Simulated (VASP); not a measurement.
Computed with PBE GGA, VASP's PBE PAW potentials (set 64) (plane waves; VASP 6.6.1).

VASP ran on this input.

POSCAR:
```
BRh3
1
    0.0000000000     3.0335860000     3.0335860000
    3.0335860000     0.0000000000     3.0335860000
    3.0335860000     3.0335860000     0.0000000000
B Rh
1 3
Direct
  0.0000000000   0.0000000000   0.0000000000
  0.5000000000   0.5000000000   0.5000000000
  0.2500000000   0.2500000000   0.2500000000
  0.7500000000   0.7500000000   0.7500000000
```

INCAR:
```
LMAXMIX=4   # l cut-off of mixed one-centre charges
LREAL=.False.
LASPH=.True.
GGA=PE   # PBE
LWAVE=.False.
PREC=Accurate
ISMEAR=0
ENCUT=400
NELM=100   # most electronic steps
ALGO=Normal   # blocked Davidson
EDIFF=1E-6   # SCF stop (eV)
LCHARG=.False.
SYSTEM=BRh3
SIGMA=0.1
ISIF=2   # forces and stress, cell fixed
```

**KPOINTS**
```
Regular mesh
0
G
 6 6 6
```

POTCAR, in this order: B Rh_pv (PBE.64 set). Program: vasp_std.

Output

### OUTCAR
```
 ion  position               nearest neighbor table
   1  0.000  0.000  0.000-   3 2.63   4 2.63   4 2.63   4 2.63   4 2.63   3 2.63   3 2.63   3 2.63
  LATTYP: Found a face centered cubic cell.
 ALAT       =     6.0671720000
 Subroutine PRICEL returns:
 Original cell was already a primitive cell.
 Subroutine GETGRP returns: Found 48 space group operations
The static configuration has the point symmetry O_h .
The dynamic configuration has the point symmetry O_h .
 Subroutine INISYM returns: Found 48 space group operations
 Subroutine IBZKPT returns following result:
 Found     16 irreducible k-points:

 Following reciprocal coordinates:
            Coordinates               Weight
  0.000000  0.000000  0.000000      1.000000
  0.166667  0.000000  0.000000      8.000000
  0.333333  0.000000  0.000000      8.000000
  0.500000  0.000000  0.000000      4.000000
  0.166667  0.166667  0.000000      6.000000
  0.333333  0.166667  0.000000     24.000000
  0.500000  0.166667  0.000000     24.000000
 -0.333333  0.166667  0.000000     24.000000
 -0.166667  0.166667  0.000000     12.000000
  0.333333  0.333333  0.000000      6.000000
...
```

OSZICAR:
```
       N       E                     dE             d eps       ncg     rms          rms(c)
DAV:   1     0.490787346956E+03    0.49079E+03   -0.26722E+04   896   0.159E+03
DAV:   2    -0.978583137549E+01   -0.50057E+03   -0.48810E+03   944   0.511E+02
DAV:   3    -0.273103595507E+02   -0.17525E+02   -0.16312E+02  1080   0.932E+01
DAV:   4    -0.276364380618E+02   -0.32608E+00   -0.32293E+00  1024   0.116E+01
DAV:   5    -0.276417928946E+02   -0.53548E-02   -0.53523E-02   996   0.154E+00    0.154E+01
DAV:   6    -0.279561161938E+02   -0.31432E+00   -0.17313E+01  1008   0.390E+01    0.153E+01
DAV:   7    -0.266279497566E+02    0.13282E+01   -0.11013E+01   928   0.263E+01    0.727E+00
DAV:   8    -0.261827553436E+02    0.44519E+00   -0.10328E+00   972   0.110E+01    0.334E+00
DAV:   9    -0.261674333530E+02    0.15322E-01   -0.24501E-01  1052   0.383E+00    0.123E+00
DAV:  10    -0.261587347542E+02    0.86986E-02   -0.66225E-02   984   0.244E+00    0.508E-01
DAV:  11    -0.261579762741E+02    0.75848E-03   -0.15472E-02  1004   0.127E+00    0.312E-01
DAV:  12    -0.261571278423E+02    0.84843E-03   -0.27286E-03   996   0.578E-01    0.471E-02
DAV:  13    -0.261571166273E+02    0.11215E-04   -0.11074E-04  1024   0.105E-01    0.129E-02
DAV:  14    -0.261571150369E+02    0.15903E-05   -0.50253E-06   864   0.214E-02    0.328E-03
DAV:  15    -0.261571147323E+02    0.30465E-06   -0.37462E-07   480   0.694E-03
   1 F= -.26157115E+02 E0= -.26136025E+02  d E =-.421798E-01
```

File OUTCAR:
```
------------------------ aborting loop because EDIFF is reached ----------------------------------------
  FORCE on cell =-STRESS in cart. coord.  units (eV):
  Direction    XX          YY          ZZ          XY          YZ          ZX
  --------------------------------------------------------------------------------------
  Total       -6.9202746     -6.9202746     -6.9202746     -0.0000000     -0.0000000      0.0000000
  in kB     -198.5797594   -198.5797594   -198.5797594     -0.0000000     -0.0000000      0.0000000
  external PRESSURE =    -198.5797594 kB  Pullay stress =       0.0000000 kB
  volume of cell :       55.83
      direct lattice vectors                 reciprocal lattice vectors
     0.000000000  3.033586000  3.033586000    -0.164821436  0.164821436  0.164821436
     3.033586000  0.000000000  3.033586000     0.164821436 -0.164821436  0.164821436
     3.033586000  3.033586000  0.000000000     0.164821436  0.164821436 -0.164821436
 POSITION                                       TOTAL-FORCE (eV/Angst)
 -----------------------------------------------------------------------------------
      0.00000      0.00000      0.00000        -0.000000     -0.000000      0.000000
      3.03359      3.03359      3.03359        -0.000000     -0.000000      0.000000
      1.51679      1.51679      1.51679        -0.000000      0.000000     -0.000000
      4.55038      4.55038      4.55038         0.000000      0.000000      0.000000
 -----------------------------------------------------------------------------------
    total drift:                                0.000000      0.000000      0.000000
  FREE ENERGIE OF THE ION-ELECTRON SYSTEM (eV)
  ---------------------------------------------------
  free  energy   TOTEN  =       -26.1571147323 eV

  energy  without entropy=      -26.1149349422  energy(sigma->0) =      -26.13602484
```
(Selected blocks of OUTCAR.)

**OUTCAR**
```
 val. band max:        9.0239673336   @ k =   0.0000   0.0000   0.0000

 cond. band min:       9.0762402579   @ k =   0.3333   0.0000   0.0000


 Fermi energy:         9.0428930899

 k-point     1 :       0.0000    0.0000    0.0000
  band No.  band energies     occupation
      1     -37.3498      2.00000
      2     -37.3498      2.00000
      3     -37.3498      2.00000
      4     -37.3412      2.00000
      5     -37.3412      2.00000
      6     -37.3412      2.00000
      7     -36.8591      2.00000
      8     -36.8591      2.00000
      9     -36.8591      2.00000
     10       0.0600      2.00000
     11       4.4111      2.00000
     12       4.4112      2.00000
     13       4.7131      2.00000
     14       4.7131      2.00000
     15       4.7131      2.00000
     16       6.0178      2.00000
     17       6.0178      2.00000
     18       6.0178      2.00000
     19       8.7571      1.99995
     20       8.7571      1.99995
     21       8.7571      1.99995
     22       9.0009      1.44693
     23       9.0010      1.44691
     24       9.0240      1.21103
     25       9.0240      1.21103
     26      10.5017      0.00000
     27      12.3246      0.00000
     28      12.3246      0.00000

 k-point     2 :       0.1667    0.0000    0.0000
  band No.  band energies     occupation
      1     -37.3891      2.00000
      2     -37.3735      2.00000
      3     -37.3735      2.00000
      4     -37.3231      2.00000
      5     -37.3231      2.00000
      6     -37.2949      2.00000
      7     -36.8690      2.00000
      8     -36.8542      2.00000
      9     -36.8542      2.00000
     10       0.3901      2.00000
     11       4.3396      2.00000
     12       4.3396      2.00000
     13       4.4701      2.00000
     14       5.0663      2.00000
     15       5.0663      2.00000
     16       6.0026      2.00000
     17       6.0026      2.00000
     18       6.1308      2.00000
     19       7.9284      2.00000
     20       8.2423      2.00000
...
```

At this cut-off the stress carries a Pulay error, which pulls relaxed volumes low.

The structure was generated: BRh3 was put into an ordered model structure, which need not be its known phase. The cell was not relaxed at this level.
